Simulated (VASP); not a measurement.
Calculation: r2SCAN meta-GGA, VASP's PBE PAW potentials (set 64) (plane waves; VASP 6.6.1).

The input files of a VASP run:

File KPOINTS_OPT:
```
k-points along high-symmetry lines
20
Line-mode
Reciprocal
  0.000000   0.000000   0.000000 ! GAMMA
  0.500000   0.000000   0.000000 ! M

  0.500000   0.000000   0.000000 ! M
  0.333333   0.333333   0.000000 ! K

  0.333333   0.333333   0.000000 ! K
  0.000000   0.000000   0.000000 ! GAMMA
```

POSCAR:
```
HfO2
13.7303050
  0.2247646239  -0.0000000314   0.0000000000
 -0.1123823815   0.1946519904   0.0000000000
  0.0000000000   0.0000000000   1.0000000089
Hf O
1 2
Cart
  0.1123824012   0.0648839110   0.5000000044
 -0.0000001587   0.1297680480   0.4163311173
 -0.0000001587   0.1297680480   0.5836688916
```

### INCAR
```
SYSTEM = HfO2
PREC = Accurate
ENCUT = 520
EDIFF = 1E-7
NELM = 100
ALGO = Normal
LREAL = .FALSE.
LASPH = .TRUE.
ISMEAR = -5
METAGGA = R2SCAN
LMIXTAU = .TRUE.
LMAXMIX = 6
LWAVE = .FALSE.
LCHARG = .FALSE.
LORBIT = 11
NEDOS = 601
ISIF = 2
LEFG = .TRUE.
```

### KPOINTS
```
kpoints
0
Gamma
  9 9 1
```

POTCAR, in this order: Hf_pv O (PBE.64 set). Program: vasp_std.

Output of the run:

File OSZICAR:
```
       N       E                     dE             d eps       ncg     rms          rms(c)
DAV:   1     0.765195299051E+02    0.76520E+02   -0.12371E+04   448   0.124E+03
DAV:   2    -0.664083111033E+02   -0.14293E+03   -0.14150E+03   437   0.275E+02
DAV:   3    -0.780192845177E+02   -0.11611E+02   -0.11267E+02   493   0.763E+01
DAV:   4    -0.781562194190E+02   -0.13693E+00   -0.13686E+00   494   0.909E+00
DAV:   5    -0.781585933416E+02   -0.23739E-02   -0.23732E-02   514   0.110E+00    0.584E+01
DAV:   6    -0.705834959435E+02    0.75751E+01   -0.23124E+01   451   0.338E+01    0.505E+01
DAV:   7    -0.672810671461E+02    0.33024E+01   -0.29093E+00   430   0.136E+01    0.166E+01
DAV:   8    -0.684327424794E+02   -0.11517E+01   -0.18786E+00   451   0.111E+01    0.592E+00
DAV:   9    -0.652359814088E+02    0.31968E+01   -0.12725E+00   360   0.959E+00    0.380E+00
DAV:  10    -0.664552657566E+02   -0.12193E+01   -0.74462E-01   360   0.808E+00    0.152E+00
DAV:  11    -0.661304791890E+02    0.32479E+00   -0.47913E-02   486   0.245E+00    0.336E-01
DAV:  12    -0.661038124364E+02    0.26667E-01   -0.78450E-03   472   0.104E+00    0.223E-01
DAV:  13    -0.660725154057E+02    0.31297E-01   -0.16595E-02   388   0.160E+00    0.379E-01
DAV:  14    -0.660726658704E+02   -0.15046E-03   -0.80776E-03   479   0.116E+00    0.664E-02
DAV:  15    -0.660661831142E+02    0.64828E-02   -0.11005E-03   402   0.406E-01    0.158E-01
DAV:  16    -0.660636350094E+02    0.25481E-02   -0.28854E-03   374   0.657E-01    0.100E-01
DAV:  17    -0.660624283673E+02    0.12066E-02   -0.70283E-03   444   0.817E-01    0.905E-02
DAV:  18    -0.660623815754E+02    0.46792E-04   -0.25367E-03   374   0.565E-01    0.873E-02
DAV:  19    -0.660623111772E+02    0.70398E-04   -0.85779E-05   493   0.869E-02    0.370E-02
DAV:  20    -0.660632853839E+02   -0.97421E-03   -0.98069E-04   374   0.285E-01    0.449E-02
DAV:  21    -0.660635009193E+02   -0.21554E-03   -0.71691E-05   465   0.100E-01    0.356E-02
DAV:  22    -0.660633832098E+02    0.11771E-03   -0.65794E-05   395   0.971E-02    0.250E-02
DAV:  23    -0.660637432062E+02   -0.36000E-03   -0.21264E-04   374   0.153E-01    0.187E-02
DAV:  24    -0.660640055038E+02   -0.26230E-03   -0.12476E-04   444   0.122E-01    0.710E-03
DAV:  25    -0.660640196842E+02   -0.14180E-04   -0.66651E-05   416   0.105E-01    0.320E-03
DAV:  26    -0.660641183123E+02   -0.98628E-04   -0.46070E-05   374   0.777E-02    0.839E-03
DAV:  27    -0.660641140953E+02    0.42170E-05   -0.73033E-06   374   0.355E-02    0.520E-03
DAV:  28    -0.660641272518E+02   -0.13157E-04   -0.44385E-06   437   0.263E-02    0.372E-03
DAV:  29    -0.660641228739E+02    0.43780E-05   -0.21007E-06   402   0.151E-02    0.148E-03
DAV:  30    -0.660641273544E+02   -0.44805E-05   -0.39995E-07   416   0.801E-03    0.880E-04
DAV:  31    -0.660641249271E+02    0.24274E-05   -0.22711E-07   394   0.626E-03    0.629E-04
DAV:  32    -0.660641265928E+02   -0.16658E-05   -0.27881E-07   342   0.639E-03    0.982E-05
DAV:  33    -0.660641258518E+02    0.74105E-06   -0.78675E-08   278   0.356E-03    0.967E-05
DAV:  34    -0.660641258721E+02   -0.20286E-07   -0.41957E-08   278   0.261E-03
   1 F= -.66064126E+02 E0= -.66064126E+02  d E =0.000000E+00
       N       E                     dE             ncg
       N       E                     dE             ncg
       N       E                     dE             ncg
       N       E                     dE             ncg
       N       E                     dE             ncg
```

OUTCAR:
```
------------------------ aborting loop because EDIFF is reached ----------------------------------------
  FORCE on cell =-STRESS in cart. coord.  units (eV):
  Direction    XX          YY          ZZ          XY          YZ          ZX
  --------------------------------------------------------------------------------------
  Total       -0.0331668     -0.0331668     -0.0393520      0.0000000      0.0000000      0.0000000
  in kB       -0.4692308     -0.4692313     -0.5567365      0.0000002      0.0000000      0.0000000
  external PRESSURE =      -0.4983995 kB  Pullay stress =       0.0000000 kB
  volume of cell :      113.25
      direct lattice vectors                 reciprocal lattice vectors
     3.086086840 -0.000000432  0.000000000     0.324034978  0.187081686  0.000000000
    -1.543044374  2.672631197  0.000000000     0.000000052  0.374163140  0.000000000
     0.000000000  0.000000000 13.730305122     0.000000000  0.000000000  0.072831593
 POSITION                                       TOTAL-FORCE (eV/Angst)
 -----------------------------------------------------------------------------------
      1.54304      0.89088      6.86515        -0.000000      0.000000      0.000000
     -0.00000      1.78175      5.71635        -0.000000     -0.000000     -0.000329
     -0.00000      1.78175      8.01395         0.000000     -0.000000      0.000329
 -----------------------------------------------------------------------------------
    total drift:                                0.003609     -0.001976      0.000000
  FREE ENERGIE OF THE ION-ELECTRON SYSTEM (eV)
  ---------------------------------------------------
  free  energy   TOTEN  =       -66.0641258721 eV

  energy  without entropy=      -66.0641258721  energy(sigma->0) =      -66.06412587

 total charge

# of ion       s       p       d       tot
------------------------------------------
    1        0.335   6.638   1.576   8.548
    2        1.574   3.494   0.000   5.068
    3        1.574   3.494   0.000   5.068
--------------------------------------------------
tot          3.483  13.625   1.576  18.684

 Electric field gradients after diagonalization (V/A^2)
 (convention: |V_zz| > |V_xx| > |V_yy|)
----------------------------------------------------------------------
 ion       V_xx      V_yy      V_zz     asymmetry (V_yy - V_xx)/ V_zz
----------------------------------------------------------------------
   1      46.872    46.830   -93.702       0.000
   2      33.437    33.432   -66.868       0.000
   3      33.437    33.432   -66.868       0.000
```
(Selected blocks of OUTCAR.)

The cell holds a wide vacuum, so values per volume refer to the whole cell.

The cell is a sheet with vacuum, built from a generated structure.
